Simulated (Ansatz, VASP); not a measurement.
# LuCd: VASP beside Ansatz, part 2 of 2

One calculation is typed for both programs; each brings its own data sets. How far apart do they land? The cell is taken from a series of runs on this material, whose earlier steps may have relaxed, scaled, displaced or heated it; both programs get it as it stands.

VASP 6.6.1 and Ansatz 0.2.0.

So far. Step 2 (VASP: zone-centre phonons, PBEsol): The data set Lu_3 holds the 4f electrons frozen in the core, so no f bands or f moments appear.

## Step 3: Ansatz: zone-centre phonons, PBEsol

Level of this step: Ansatz beside VASP: Kohn-Sham DFT, plane waves, PBEsol (Ansatz).

Ansatz runs on its default PAW (the set named soft_2) files.

The same cell, functional, mesh and smearing now go to Ansatz, which takes its cutoff from its data sets.

input.yaml reads:

```yaml
crystal:
  lattice:
    - [3.612101692, 0.0, 0.0]
    - [0.0, 3.612101692, 0.0]
    - [0.0, 0.0, 3.612101692]
  atoms:
    - { symbol: Lu, position: [0.5, 0.5, 0.5] }
    - { symbol: Cd, position: [0.0, 0.0, 0.0] }
kpoints:
  mp_grid: { grid: [8, 8, 8] }
hamiltonian:
  xc: pbesol
scf:
  occupations: { method: cold, width: 0.27211 }
output:
  eigenvalues: true
phonons:
  method: dfpt
```

On the command line:

```bash
> ansatz run input.yaml --threads 4 --pin off --max-ram 8192MiB --backend cpu --events-out ev --progress --plain --runs-dir out
```

Numbers of over 12 decimals in the logs are rounded to 6 here.

What it wrote:

```text
Engine: ansatz 0.2.0, aarch64-unknown-linux-gnu
Pseudopotentials: kind: paw
Pseudopotential: Lu, paw, valence charge 25, recommended cutoff 420 eV (normal), Lu.paw.azcp
Pseudopotential: Cd, paw, valence charge 20, recommended cutoff 420 eV (normal), Cd.paw.azcp
Functional definition: PBEsol
  exchange = pbesol_x
  correlation = pbesol_c
Crystal: 2 atoms, lattice volume = 47.128 Å³
Basis set: ecut = 420 eV, 925 PW (Γ), exchange–correlation on 50×50×50 points (8 copies of the dense FFT grid, shifted against one another)
Bands: 27, of which v1, the nominal top of the filled ones, is band 23 counted from 1 (22 counted from 0)
Symmetry: 48 space group operations
k-points: 75 of 512 (irreducible under 8 space group operations, time reversal used)
Non-local potential: Lu, projectors of the file, l = 0: 3, l = 1: 2, l = 2: 2, l = 3: 3
Non-local potential: Cd, projectors of the file, l = 0: 3, l = 1: 2, l = 2: 2, l = 3: 1
PAW form: soft (Blöchl's): semilocal exchange-correlation on the pseudo side does not see the compensation charge
PAW frozen core: Lu, regenerated for the run's functional, and the local potential with it (the file was generated under x = pbe(κ = 0.804, μ = 0.219515), c = pbe(β = 0.066725))
PAW frozen core: Cd, regenerated for the run's functional, and the local potential with it (the file was generated under x = pbe(κ = 0.804, μ = 0.219515), c = pbe(β = 0.066725))
PAW one-centre angular grid: Lu, 590 points (default); XC on 64 Gauss nodes
PAW one-centre angular grid: Cd, 590 points (default); XC on 64 Gauss nodes
Initial density: superposition of atomic densities (neutral atoms: chi_scale 0, normalization atom), corrected by the library's trained network
Initial wavefunctions: pseudopotential atomic-orbital guess
Functional: x = pbesol(κ = 0.804, μ = 0.123457), c = pbesol(β = 0.046)
SCF iter   1: F=—  HF=-22796.158183 eV  |F-HF|=—  |Δ(HF+E_count)|=         —  Δρ=4.61e-3  dr2=8.01e-3  ethr=1.77e-3  ⟨swp⟩=5.2  Hψ=9827  notcnv=0
preconditioner: auto → Kerker (q_TF=auto, 2.707 Å⁻¹)  [metal: Δε(μ)=0.156 eV  Ē_g=12.396 eV  σ=0.272 eV  W_gap=0.41  n_scr=18 (ndim 8)  ℏωp=32.0 eV  f_vac=0.000  D(μ)=1.44/eV (n_scr^D=6)]
SCF iter   2: F=—  HF=-22796.154833 eV  |F-HF|=—  |Δ(HF+E_count)|=   3.35e-3  S|Δr|=    0.00e0  Δρ=1.55e-3  dr2=8.65e-4  ethr=1.78e-5  ⟨swp⟩=2.5  Hψ=4626  notcnv=0
SCF iter   3: F=—  HF=-22796.154731 eV  |F-HF|=—  |Δ(HF+E_count)|=   1.02e-4  S|Δr|=    0.00e0  Δρ=6.46e-4  dr2=1.18e-4  ethr=1.92e-6  ⟨swp⟩=2.3  Hψ=3920  notcnv=0
SCF iter   4: F=—  HF=-22796.154676 eV  |F-HF|=—  |Δ(HF+E_count)|=   5.44e-5  S|Δr|=    0.00e0  Δρ=4.34e-4  dr2=3.99e-5  ethr=2.62e-7  ⟨swp⟩=3.1  Hψ=4435  notcnv=0
SCF iter   5: F=—  HF=-22796.154672 eV  |F-HF|=—  |Δ(HF+E_count)|=   4.21e-6  S|Δr|=    0.00e0  Δρ=1.24e-4  dr2=6.26e-6  ethr=8.87e-8  ⟨swp⟩=2.1  Hψ=3639  notcnv=0
SCF iter   6: F=—  HF=-22796.154685 eV  |F-HF|=—  |Δ(HF+E_count)|=   1.26e-5  S|Δr|=    0.00e0  Δρ=4.05e-5  dr2=6.26e-7  ethr=1.39e-8  ⟨swp⟩=2.0  Hψ=3649  notcnv=0
SCF iter   7: F=—  HF=-22796.154668 eV  |F-HF|=—  |Δ(HF+E_count)|=   1.66e-5  S|Δr|=    0.00e0  Δρ=5.45e-6  dr2=1.94e-8  ethr=1.39e-9  ⟨swp⟩=2.3  Hψ=3854  notcnv=0
SCF iter   8: F=—  HF=-22796.154668 eV  |F-HF|=—  |Δ(HF+E_count)|=   3.38e-9  S|Δr|=    0.00e0  Δρ=1.38e-6  dr2=9.87e-10  ethr=4.30e-11  ⟨swp⟩=2.3  Hψ=3912  notcnv=0
SCF iter   9: F=—  HF=-22796.154668 eV  |F-HF|=—  |Δ(HF+E_count)|=  3.20e-10  S|Δr|=    0.00e0  Δρ=2.83e-7  dr2=2.60e-11  ethr=2.19e-12  ⟨swp⟩=2.3  Hψ=3818  notcnv=0
SCF iter  10: F=—  HF=-22796.154668 eV  |F-HF|=—  |Δ(HF+E_count)|=    0.00e0  S|Δr|=    0.00e0  Δρ=8.02e-8  dr2=2.62e-12  ethr=1.00e-12  ⟨swp⟩=8.6  Hψ=13643  notcnv=0
SCF iter  11: F=-22796.154668 eV  HF=-22796.154668 eV  |F-HF|=1.09e-11  |Δ(HF+E_count)|=  3.64e-12  S|Δr|=    0.00e0  Δρ=1.47e-8  dr2=9.37e-14  ethr=1.00e-12  ⟨swp⟩=6.4  Hψ=10226  notcnv=0
SCF 1 converged in 11 iterations: F = -22796.154668 eV  dr2 = 9.37e-14
  greatest PAW one-centre occupation: 1.000 electrons in one spin orbital (limit 2), on the Cd atom at site 1 (counted from 0), in its partial waves of l = 0
DFPT response loops at Γ: preconditioner auto → Kerker (q_TF=auto, 2.707 Å⁻¹) (partly filled bands, converged f_vac=0.000); β = 1.00, the filter's whole step (`scf.mixing.beta` (0.50) is not read by the response loops under this deck's `scf.mixing.preconditioner`; to damp them name `kerker` or `kerker_dos`, under which they read `scf.mixing.beta`, and type it under 1.00, their step now; both keys bind the ground state too); Broyden in place of MSR1
SCF converged after 11 iterations
Stability not checked: this state was not tested for a lower state beside it, because cold or Methfessel-Paxton smearing, or corrected tetrahedra, fill the levels in a way that the test cannot read (fill_not_monotonic; see scf.lower_state_search)
Free energy (F): -22796.154668 eV
Harris-Foulkes:  -22796.154668 eV  (|F-HF|=1.09e-11)
Internal energy: -22796.148978 eV  (E = F + TS)
E sigma→0 (E₀):  -22796.152771 eV
Entropy (-TS):   -0.005690 eV (-2.845 meV/atom)
Fermi energy:    15.281069 eV
--- Per-component energies (eV) ---
  E_band       = -351.561075
  E_kinetic    = 923.453138
  E_local      = -9339.334297  (includes V_loc(G=0)·N_el)
  E_nonlocal   = 615.781632
  E_hartree    = 4056.927388
  E_xc         = -393.074309
  E_vxc        = -480.055323  (∫ρ·V_xc dr)
  E_paw        = -11266.147481  (= ΣΔE_a)
  E_vpaw       = -185.261055  (= ΣTr[D̂ρ^β])
  E_aug_tail   = 0.000047  (compensation charges beyond the density's cutoff)
  E_ewald      = -7395.289223
  E_core_change = 1.534127  (= ΣΔE_core)
  E_smearing   = -0.005690  (= −TS)
  E_closure    = 0.000000  (closes the sum)
  Σ components = -22796.154668   (vs F -22796.154668, Δ=0.00e0)
--- Band table (eV; the first three rows and the last of 75) ---
  k-point 0: bands = [... 19 lower, 9.9214, 9.9375, 15.5235, 15.5235, 19.7308, 19.7308, 19.7308, 19.9394]
  k-point 1: bands = [... 19 lower, 9.9256, 9.9397, 15.3524, 15.5370, 18.5705, 18.5705, 19.2408, 19.7151]
  k-point 2: bands = [... 19 lower, 9.9363, 9.9450, 14.3776, 15.5711, 17.5848, 17.5848, 19.0266, 19.6771]
  k-point 74: bands = [... 19 lower, 9.9427, 13.4356, 13.4356, 13.4356, 15.7782, 19.9311, 19.9311, 19.9311]
--- Phonons (Γ-DFPT): 2 representative perturbations + reference, on 75 of 512 k-points (Σ response iterations 7) ---
  k mesh reduced under 8 symmetry operations, with k and −k counted as one. Each operation leaves every solved perturbation unchanged. A smaller set is not used because it would not reduce the number of displacements times k-points to solve
  ASR residual: 2.104e-4 → 0.000e0 eV/Å²; symmetrization residual: 6.839e-6 eV/Å²
  ASR residual per site (eV/Å²): 1.68e-4 2.10e-4
  Γ frequencies (cm⁻¹): 0.00 0.00 0.00 116.74 116.74 116.74
  non-analytic LO–TO correction: not included (Born effective charges unavailable; polar crystals: no LO–TO splitting at Γ)
```

## Step 4: Comparison

Known differences besides the potentials themselves: cold smearing in Ansatz, first-order Methfessel-Paxton in VASP; the data sets hold 45 valence electrons in Ansatz (on its default PAW (the set named soft_2) files) and 21 in VASP; the cutoff is 420 eV in Ansatz and 500 eV in VASP; Ansatz makes its cores anew for this functional, VASP keeps those of its PBE data sets. Total energies have different zeros and are not compared.

Both answers:

```
                  quantity  Ansatz   VASP  difference
optical mode 1 to 3 (cm⁻¹)   116.7  115.4     +1.18 %
```

Modes are paired by rising frequency, not by their patterns, so a pair may set unlike modes beside each other; they are those without the splitting of longitudinal modes.

## Step 5: Results

- r.m.s. difference of the optical zone-centre modes, each program's sorted by frequency (zone-centre phonons, PBEsol): 1.4 cm⁻¹
- difference in optical mode 1 to 3 (zone-centre phonons, PBEsol): +1.2 %

In words: The r.m.s. difference of the optical zone-centre modes, each program's sorted by frequency is 1.4 cm⁻¹ (zone-centre phonons, PBEsol). The data sets hold unlike numbers of valence electrons (45 in Ansatz and 21 in VASP), so part of the differences comes from the potentials. Among the rows given in per cent, the largest difference of the zone-centre phonons, PBEsol pair is in optical mode 1 to 3, +1.2 %. How closely two codes agree says nothing of how well the functional describes the real material.

[Lines on the potential files, build, host, timing and source positions are cut from VASP's logs without a mark.]

[Logs are printed without paths, hosts, clocks, repeated set-up lines and the standing remarks that a program may print on its own settings, such as how far it seeks lower states.]

[Hosts, paths, dates, database ids (printed as entryN), source tags and the programs' standing remarks are cut or masked in the printed files.]
